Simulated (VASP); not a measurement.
These are AM05 GGA, VASP's PBE PAW potentials (set 64) (plane waves; VASP) values and carry that method's errors.

A VASP calculation is set up with these files.

**INCAR**
```
SYSTEM  =  La
PREC  =  Accurate; ENCUT  =  520; LREAL  =  F
LASPH  =  T; ICHARG  =  11
EDIFF  =  1E-7; NELM  =  100; ALGO  =  Normal
LMAXMIX  =  6
ISMEAR  =  0; SIGMA  =  0.05
GGA  =  AM
LWAVE  =  F; LCHARG  =  F; LORBIT  =  11
```

**KPOINTS**
```
k-points along high-symmetry lines
10
Line-mode
Reciprocal
  0.000000   0.000000   0.000000 ! GAMMA
 -0.000000   0.500000   0.000000 ! M

 -0.000000   0.500000   0.000000 ! M
 -0.333333   0.666667   0.000000 ! K

 -0.333333   0.666667   0.000000 ! K
  0.000000   0.000000   0.000000 ! GAMMA

  0.000000   0.000000   0.000000 ! GAMMA
  0.000000   0.000000   0.500000 ! A

  0.000000   0.000000   0.500000 ! A
 -0.000000   0.500000   0.500000 ! L

 -0.000000   0.500000   0.500000 ! L
 -0.333333   0.666667   0.500000 ! H

 -0.333333   0.666667   0.500000 ! H
  0.000000   0.000000   0.500000 ! A

 -0.000000   0.500000   0.500000 ! L
 -0.000000   0.500000   0.000000 ! M

 -0.333333   0.666667   0.500000 ! H
 -0.333333   0.666667   0.000000 ! K
```

### POSCAR
```
La
1
    1.8394034744    -3.1859404843     0.0000000000
    1.8394034744     3.1859404843     0.0000000000
    0.0000000000     0.0000000000    11.7702799436
La
4
Direct
  0.0000000000   0.0000000000   0.5000000000
  0.0000000000   0.0000000000   0.0000000000
  0.3333330000   0.6666670000   0.2500000000
  0.6666670000   0.3333330000   0.7500000000
```

POTCAR, in this order: La (PBE.64 set). Program: vasp_std. Read from the step before: CHGCAR.

Output of the run:

File OSZICAR:
```
       N       E                     dE             d eps       ncg     rms          rms(c)
DAV:   1     0.570060606335E+03    0.57006E+03   -0.15011E+04  4720   0.236E+03
DAV:   2     0.119190054344E+03   -0.45087E+03   -0.44525E+03  7136   0.457E+02
DAV:   3    -0.263907241608E+01   -0.12183E+03   -0.12081E+03  8582   0.284E+02
DAV:   4    -0.184292787362E+02   -0.15790E+02   -0.15458E+02  8656   0.102E+02
DAV:   5    -0.206360157062E+02   -0.22067E+01   -0.21341E+01  9200   0.342E+01
DAV:   6    -0.209538749192E+02   -0.31786E+00   -0.30322E+00  9040   0.121E+01
DAV:   7    -0.209974893838E+02   -0.43614E-01   -0.42531E-01  8984   0.400E+00
DAV:   8    -0.210044919309E+02   -0.70025E-02   -0.69085E-02  9104   0.148E+00
DAV:   9    -0.210056913151E+02   -0.11994E-02   -0.11882E-02  9008   0.466E-01
DAV:  10    -0.210059309387E+02   -0.23962E-03   -0.23804E-03  9144   0.178E-01
DAV:  11    -0.210059798317E+02   -0.48893E-04   -0.48695E-04  8104   0.648E-02
DAV:  12    -0.210059899778E+02   -0.10146E-04   -0.10117E-04  7064   0.272E-02
DAV:  13    -0.210059920627E+02   -0.20849E-05   -0.20808E-05  6464   0.113E-02
DAV:  14    -0.210059924865E+02   -0.42378E-06   -0.42173E-06  5112   0.540E-03
DAV:  15    -0.210059925731E+02   -0.86611E-07   -0.87508E-07  4816   0.362E-03
   1 F= -.21005993E+02 E0= -.21003282E+02  d E =-.542059E-02
```

File OUTCAR:
```
 val. band max:        8.6373753597   @ k =  -0.2222   0.6111   0.5000

 cond. band min:       8.6432768303   @ k =   0.0000   0.1667   0.0000



 k-point     1 :       0.0000    0.0000    0.0000
  band No.  band energies     occupation
      1     -24.2944      2.00000
      2     -24.1623      2.00000
      3     -24.1500      2.00000
      4     -24.0116      2.00000
      5      -8.7994      2.00000
      6      -7.9741      2.00000
      7      -7.9696      2.00000
      8      -7.3000      2.00000
      9      -7.3000      2.00000
     10      -7.1898      2.00000
     11      -7.1898      2.00000
     12      -7.1708      2.00000
     13      -7.1708      2.00000
     14      -7.0566      2.00000
     15      -7.0566      2.00000
     16      -7.0115      2.00000
     17       5.2743      2.00000
     18       6.6158      2.00000
     19       6.6484      2.00000
     20       6.6607      2.00000
     21       9.0551      0.00000
     22       9.2095      0.00000
     23       9.7827      0.00000
     24       9.7904      0.00000
     25       9.8428      0.00000
     26       9.9176      0.00000

 k-point     2 :       0.0000    0.0556    0.0000
  band No.  band energies     occupation
      1     -24.2879      2.00000
      2     -24.1575      2.00000
      3     -24.1452      2.00000
      4     -24.0087      2.00000
      5      -8.7835      2.00000
      6      -7.9792      2.00000
      7      -7.9750      2.00000
      8      -7.3420      2.00000
      9      -7.3135      2.00000
     10      -7.2191      2.00000
     11      -7.2010      2.00000
     12      -7.1991      2.00000
     13      -7.1801      2.00000
     14      -7.0999      2.00000
     15      -7.0613      2.00000
     16      -7.0186      2.00000
     17       5.3666      2.00000
     18       6.7019      2.00000
     19       6.7358      2.00000
     20       6.7469      2.00000
     21       8.9182      0.00000
     22       9.1288      0.00000
     23       9.4719      0.00000
...
```

The density is held fixed in this step, so its total energy and stress have no physical meaning.

The compound is La in the dhcp structure. It was relaxed first, which changed the volume by -8 %.
